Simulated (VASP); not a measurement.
Data:

```yaml
crystal:
  lattice:
    - [3.70521, 0.00000, 0.00000]
    - [-1.85261, 3.20881, 0.00000]
    - [0.00000, 0.00000, 18.21718]
  atoms:
    - { symbol: Se, position: [0.66667, 0.33333, 0.42716] }
    - { symbol: Se, position: [0.33333, 0.66667, 0.57284] }
    - { symbol: Pt, position: [0.00000, 0.00000, 0.50000] }
```

Level of theory: PBE GGA with D3 dispersion (Becke-Johnson damping), VASP's PBE PAW potentials (set 64) (plane waves; VASP 6.6.1). Numerical set-up: PREC = Normal, 400 eV cut-off, 12×12×1 Γ-centred mesh, Gaussian smearing of 0.050 eV, potentials Se Pt.

**Question.** Predict the energy per atom (σ→0).

**Answer.** 
The energy per atom (σ→0) is -5.061 eV/atom.

The absolute energy has meaning only against runs of the same code, potentials and settings.

The cell is a sheet with vacuum, built from PtSe2 (1T layered).
